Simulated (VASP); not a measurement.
Given:

```
CoTi
1.0
    2.89286     0.00000     0.00000
    0.00000     2.89286     0.00000
    0.00000     0.00000     2.89286
Ti Co
1 1
Direct
  0.00000   0.00000   0.00000
  0.50000   0.50000   0.50000
```

Computed with r2SCAN meta-GGA, VASP's PBE PAW potentials (set 64) (plane waves; VASP). Run with 520 eV cut-off, 12×12×12 Γ-centred mesh, first-order Methfessel-Paxton smearing of 0.10 eV, potentials Ti_sv Co.

Problem. What does the run give for the energy per atom (σ→0), pressure, band gap (on the k-mesh) with the smallest direct gap where there is one?

Solution. 
```
Quantity                                                     Value
------------------------  ----------------------------------------
band gap (on the k-mesh)  none (metal, semimetal or under 0.01 eV)
energy per atom (σ→0)                              -13.325 eV/atom
pressure                                                 13.21 GPa
```

Total energies compare only between runs with the same potentials, cut-off and functional.

The compound is TiCo in the CsCl type structure. This cell is one point of a volume scan, at 0.94 of the reference volume. The run is not spin-polarised, so no magnetic state was tried. The electron count is odd and the run is not spin-polarised, which forces a metal.
